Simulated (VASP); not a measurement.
VASP runs on GaSb (space group F-43m) share one base input (PBEsol GGA, plane waves, VASP's PBE PAW potentials (set 64)) and change the settings named in each case.

INCAR:
```
SYSTEM = GaSb
PREC = Accurate; ENCUT = 300; LREAL = .FALSE.
LASPH = .TRUE.
EDIFF = 1E-6; NELM = 100; ALGO = Normal
LMAXMIX = 4
ISMEAR = -1; SIGMA = 0.05
GGA = PS
ISIF = 2
LWAVE = .FALSE.; LCHARG = .FALSE.
```

File KPOINTS:
```
Automatic mesh
0
Gamma
8 8 8
0 0 0
```

POSCAR:
```
GaSb
1
    0.0000000000     3.0747050000     3.0747050000
    3.0747050000     0.0000000000     3.0747050000
    3.0747050000     3.0747050000     0.0000000000
Ga Sb
1 1
Direct
  0.0000000000   0.0000000000   0.0000000000
  0.2500000000   0.2500000000   0.2500000000
```

POTCAR, in this order: Ga_d Sb (PBE.64 set). Program: vasp_std.

```
change                                                                                                              E(σ→0) (eV/atom)  pressure (GPa)  −TS (eV)
------------------------------------------------------------------------------------------------------------------  ----------------  --------------  --------
base run                                                                                                                     -4.0728           -0.88   -0.0005
GGA removed, POTCAR Ga_d Sb (LDA.64 set)                                                                                     -4.3245               ?   -0.0005
GGA_COMPAT = .FALSE., LNONCOLLINEAR = .TRUE., LSORBIT = .TRUE., MAGMOM = 0.0 0.0 0.0 0.0 0.0 0.0, program vasp_ncl           -4.1069           -0.80   -0.0006
KPOINTS 6×6×6 Γ-centred mesh                                                                                                 -4.0602               ?         ?
```

Problem. Complete the blanks.

Solution. 
- GGA removed, POTCAR Ga_d Sb (LDA.64 set), pressure (GPa): -2.33
- KPOINTS 6×6×6 Γ-centred mesh, pressure (GPa): -0.79
- KPOINTS 6×6×6 Γ-centred mesh, −TS (eV): -0.0010

Energies of different potentials or functionals have different zeros.  Unless said otherwise, spin-orbit coupling is left out, though it shifts the bands of the heavy elements here. At 300 eV the pressure can carry a Pulay error.

Left out are runs that ran out of time, are held back, or changed the cell or the kind of run, fixed moments of cells without a moment, rows past the twelfth, gaps on odd meshes, pressures of charged cells and columns that move by less than the noise.

The structure is a typed GaSb crystal (F-43m). The cell was not relaxed at this level, its lattice was scaled by up to 2.5 %.
